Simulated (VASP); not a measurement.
Level of theory: vdW-DF2, VASP's PBE PAW potentials (set 64) (plane waves; VASP).

Input for VASP

**KPOINTS**
```
k-points along high-symmetry lines
10
Line-mode
Reciprocal
  0.000000   0.000000   0.000000 ! GAMMA
  0.000000   0.500000   0.000000 ! X

  0.000000   0.500000   0.000000 ! X
  0.500000   0.500000   0.000000 ! M

  0.500000   0.500000   0.000000 ! M
  0.000000   0.000000   0.000000 ! GAMMA

  0.000000   0.000000   0.000000 ! GAMMA
  0.000000   0.000000   0.500000 ! Z

  0.000000   0.000000   0.500000 ! Z
  0.000000   0.500000   0.500000 ! R

  0.000000   0.500000   0.500000 ! R
  0.500000   0.500000   0.500000 ! A

  0.500000   0.500000   0.500000 ! A
  0.000000   0.000000   0.500000 ! Z

  0.000000   0.500000   0.000000 ! X
  0.000000   0.500000   0.500000 ! R

  0.500000   0.500000   0.000000 ! M
  0.500000   0.500000   0.500000 ! A
```

INCAR:
```
ISMEAR = 0
LCHARG = .False.
ALGO = Normal   ! blocked Davidson
LREAL = .False.   ! projection in real space or not
EDIFF = 1E-7   ! SCF stop (eV)
GGA = ML
LUSE_VDW = .True.
ZAB_VDW = -1.8867
AGGAC = 0.0
LORBIT = 11   ! lm-projected
SYSTEM = SiO2
ICHARG = 11   ! fixed density
NELM = 100   ! most electronic steps
LWAVE = .False.
SIGMA = 0.05   ! width (eV)
ENCUT = 520   ! plane-wave cut-off (eV)
PREC = Accurate
LASPH = .True.   ! aspherical one-centre terms
```

POSCAR:
```
SiO2
8.5647670
  0.5000000225   0.0000000000   0.0000000000
  0.0000000000   0.5000000225   0.0000000000
  0.0000000000   0.0000000000   0.3183183039
Si O
2 4
direct
  0.0000000000   0.0000000000   0.0000000000
  0.5000000000   0.5000000000   0.5000000000
  0.3077753113   0.3077753113   0.0000000000
  0.8077753113   0.1922246887   0.5000000000
  0.1922246887   0.8077753113   0.5000000000
  0.6922246887   0.6922246887   0.0000000000
```

POTCAR, in this order: Si O (PBE.64 set). Program: vasp_std. Read from the step before: CHGCAR.

The resulting files:

File OSZICAR:
```
       N       E                     dE             d eps       ncg     rms          rms(c)
DAV:   1     0.169259557000E+03    0.16926E+03   -0.17661E+04  3608   0.152E+03
DAV:   2    -0.276358650749E+02   -0.19690E+03   -0.18832E+03  4908   0.309E+02
DAV:   3    -0.350703346925E+02   -0.74345E+01   -0.73917E+01  4308   0.634E+01
DAV:   4    -0.351451905833E+02   -0.74856E-01   -0.74690E-01  4236   0.711E+00
DAV:   5    -0.351463513490E+02   -0.11608E-02   -0.11606E-02  4176   0.812E-01
DAV:   6    -0.351463836803E+02   -0.32331E-04   -0.32328E-04  4260   0.115E-01
DAV:   7    -0.351463848249E+02   -0.11446E-05   -0.11445E-05  4140   0.188E-02
DAV:   8    -0.351463848796E+02   -0.54748E-07   -0.54610E-07  3384   0.323E-03
   1 F= -.35146385E+02 E0= -.35146385E+02  d E =-.376758E-11
```

File OUTCAR:
```
 val. band max:        7.1732618920   @ k =   0.0000   0.0000   0.0000

 cond. band min:      11.7664918555   @ k =   0.0000   0.0000   0.0000



 k-point     1 :       0.0000    0.0000    0.0000
  band No.  band energies     occupation
      1     -14.5073      2.00000
      2     -11.2665      2.00000
      3     -11.2665      2.00000
      4     -11.1426      2.00000
      5      -2.9700      2.00000
      6       1.3086      2.00000
      7       1.3086      2.00000
      8       1.6778      2.00000
      9       2.1583      2.00000
     10       2.5127      2.00000
     11       4.2890      2.00000
     12       4.2890      2.00000
     13       4.6785      2.00000
     14       6.3577      2.00000
     15       6.3577      2.00000
     16       7.1733      2.00000
     17      11.7665      0.00000
     18      13.8978      0.00000
     19      15.5317      0.00000
     20      15.5317      0.00000

 k-point     2 :       0.0000    0.0556    0.0000
  band No.  band energies     occupation
      1     -14.4927      2.00000
      2     -11.4120      2.00000
      3     -11.2594      2.00000
      4     -11.0275      2.00000
      5      -2.9475      2.00000
      6       1.1963      2.00000
      7       1.3077      2.00000
      8       1.7363      2.00000
      9       2.1696      2.00000
     10       2.6073      2.00000
     11       4.2496      2.00000
     12       4.2949      2.00000
     13       4.6965      2.00000
     14       6.2895      2.00000
     15       6.3528      2.00000
     16       7.1517      2.00000
     17      11.8226      0.00000
     18      13.9182      0.00000
     19      15.5338      0.00000
     20      15.5384      0.00000

 k-point     3 :       0.0000    0.1111    0.0000
  band No.  band energies     occupation
      1     -14.4488      2.00000
      2     -11.6297      2.00000
      3     -11.2386      2.00000
      4     -10.8996      2.00000
      5      -2.8810      2.00000
      6       0.9305      2.00000
...
```

The density is held fixed in this step, so its total energy and stress have no physical meaning.

The compound is SiO2 in the rutile structure, stishovite, a high-pressure form. It was relaxed first, which changed the volume by +7 %.
